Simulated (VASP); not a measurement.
```
CELL_PARAMETERS angstrom
      0.00000     2.08080     2.08080
      2.08080     0.00000     2.08080
      2.08080     2.08080     0.00000
ATOMIC_POSITIONS crystal
  Li 0.00000 0.00000 0.00000
  H  0.50000 0.50000 0.50000
```

Level of theory: PBE GGA, VASP's PBE PAW potentials (set 64) (plane waves; VASP 6.6.1). Settings: 520 eV cut-off, 10×10×10 Γ-centred mesh, Gaussian smearing of 0.050 eV, potentials Li_sv H.

Question: Give the stress tensor in GPa (positive for a compressed cell).

Answer: 
```
-3.60   0.00   0.00
 0.00  -3.60   0.00
 0.00   0.00  -3.60
```
The pressure is its mean diagonal, -3.60 GPa.

The compound is LiH in the rock salt structure. The cell was not relaxed at this level.
